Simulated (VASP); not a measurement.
Input:

```yaml
crystal:
  lattice:
    - [0.00000, 2.99662, 2.99662]
    - [2.99662, 0.00000, 2.99662]
    - [2.99662, 2.99662, 0.00000]
  atoms:
    - { symbol: Li, position: [0.75000, 0.75000, 0.75000] }
    - { symbol: Li, position: [0.25000, 0.25000, 0.25000] }
    - { symbol: Se, position: [0.00000, 0.00000, 0.00000] }
```

Calculation: modified Becke-Johnson potential (mBJ), VASP's PBE PAW potentials (set 64) (plane waves; VASP). Run with 500 eV cut-off, 6×6×6 Γ-centred mesh, Gaussian smearing of 0.050 eV, potentials Li_sv Se.

mBJ is a potential without an energy functional, so only the levels count.

Q: Give the energies of bands 4 to 9 at the high-symmetry points, in eV from the valence-band maximum.

A: 
| band | Γ | X | U | L | W |
|---|---|---|---|---|---|
| 4 | 0.00 | -2.04 | -1.83 | -2.54 | -1.67 |
| 5 | 0.00 | -1.22 | -1.78 | -0.45 | -1.67 |
| 6 | 0.00 | -1.22 | -0.99 | -0.45 | -1.45 |
| 7 | 4.79 | 4.18 | 5.21 | 6.28 | 6.08 |
| 8 | 6.68 | 7.00 | 8.06 | 6.96 | 7.71 |
| 9 | 6.68 | 11.77 | 9.89 | 6.96 | 8.86 |

The gap is indirect, 4.18 eV, from the valence maximum at Γ to the conduction minimum at X.

The structure comes from a computed database's Li2Se entry (Fm-3m); how it stands against other phases isn't given here. It was relaxed first. The cell's shape comes from a PBE relaxation.
